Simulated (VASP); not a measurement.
Crystal: HgS3.

```
Hg S
1.0
     5.16616    0.00000    0.00000
    -2.58308    4.47403    0.00000
     0.00000    0.00000    4.88469
Hg S
1 3
Cartesian
  0.0000 0.0000 2.4423
  2.5831 1.4913 3.6445
  2.5831 1.4913 1.2402
  0.0000 2.9827 2.4423
```

The cell was built by a generator and needn't be a form met in nature.

- Program: VASP 6.6.1
- Task: relaxation of cell and atoms
- Functional: RPBE
- Potentials or basis: VASP PAW PBE potentials, release 64 (Hg, S)
- Cutoff: 600 eV
- k mesh: 6 × 6 × 6
- Occupations: gaussian, width 0.05 eV
- Spin: no spin polarisation

At the start: pressure -4.2 GPa; volume 28.23 Å³/atom.

Problem. How do energy, volume and symmetry change on relaxing?

Solution. Over 47 steps the energy falls by 591.1 meV/atom and the volume is 34.55 Å³/atom (+22.4 %); space group P-6m2 (No. 187, to 0.05 Å).

The path:
| step | energy change (eV) | largest force (eV/Å) | pressure (GPa) | volume (Å³) |
| --- | --- | --- | --- | --- |
| 1 | 0.0000 | 1.1633 | -4.21 | 112.90 |
| 3 | 0.8382 | 2.6484 | 34.54 | 71.01 |
| 5 | -0.5715 | 2.9886 | 10.55 | 82.96 |
| 7 | -0.6339 | 3.5326 | 6.37 | 86.90 |
| 9 | -0.7732 | 1.7374 | 11.11 | 83.30 |
| 11 | -1.1940 | 0.2685 | 7.51 | 88.85 |
| 13 | -1.5673 | 0.8724 | 2.09 | 101.82 |
| 15 | -1.6293 | 0.7405 | -0.84 | 107.15 |
| 17 | -1.6455 | 0.6084 | -0.66 | 107.03 |
| 19 | -1.7700 | 0.3145 | -0.61 | 109.31 |
| 21 | -1.9076 | 3.0969 | 2.36 | 115.91 |
| 23 | -1.9397 | 2.8266 | 2.12 | 116.64 |
| 25 | -2.0602 | 1.7798 | 1.34 | 119.71 |
| 27 | -2.3236 | 0.1403 | 1.33 | 128.70 |
| 29 | -2.3228 | 0.1781 | 1.36 | 128.95 |
| 31 | -2.3400 | 0.3816 | 0.77 | 132.17 |
| 33 | -2.3463 | 0.5305 | 0.28 | 135.13 |
| 35 | -2.3576 | 0.2064 | 0.50 | 137.04 |
| 37 | -2.3619 | 0.0351 | -0.15 | 139.88 |
| 39 | -2.3625 | 0.0810 | -0.04 | 139.63 |
| 41 | -2.3629 | 0.1070 | -0.06 | 139.69 |
| 43 | -2.3635 | 0.0023 | -0.19 | 139.76 |
| 45 | -2.3641 | 0.1007 | 0.02 | 138.58 |
| 47 | -2.3643 | 0.0078 | 0.00 | 138.21 |

Final structure:
```
Hg S
1.0
     4.31549    0.00000    0.00000
    -2.15775    3.73733    0.00000
     0.00000    0.00000    8.56910
Hg S
1 3
Cartesian
  0.0000 0.0000 4.2846
  2.1577 1.2458 7.6205
  2.1577 1.2458 0.9486
  0.0000 2.4916 4.2846
```

Caveat: the volume moved by over 15 % at a fixed basis, so the end points are rough; the PAW data sets were made with another functional, which shifts forces and pressure a little; this functional lacks dispersion, which binds the layers, so the pressure and a relaxed spacing across them are unreliable, and here the layers came unbound.
